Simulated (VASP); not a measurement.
Data:

```yaml
crystal:
  lattice:
    - [1.11630, -1.93349, 0.00000]
    - [1.11630, 1.93349, 0.00000]
    - [0.00000, 0.00000, 3.51270]
  atoms:
    - { symbol: Be, position: [0.33333, 0.66667, 0.25000] }
    - { symbol: Be, position: [0.66667, 0.33333, 0.75000] }
```

All values below come from PBE GGA with D3 dispersion (zero damping), VASP's PBE PAW potentials (set 64) (plane waves; VASP). Settings: 520 eV cut-off, Gaussian smearing of 0.050 eV, potentials Be.

Task: Give the energies of bands 1 to 4 at the high-symmetry points, in eV from the Fermi level.

Result: 
| band | Γ | M | K | A | L | H |
|---|---|---|---|---|---|---|
| 1 | -11.60 | -5.18 | -2.60 | -9.40 | -3.77 | -1.19 |
| 2 | -4.60 | -3.19 | -1.03 | -9.40 | -3.77 | -1.19 |
| 3 | 1.26 | 3.73 | -1.03 | 11.07 | 1.69 | 0.33 |
| 4 | 16.50 | 6.64 | 6.89 | 11.07 | 1.69 | 0.33 |

It has no gap at this level: it comes out as a metal or semimetal.

The compound is Be in the hcp structure. It was relaxed first, which changed the volume by -7 %.
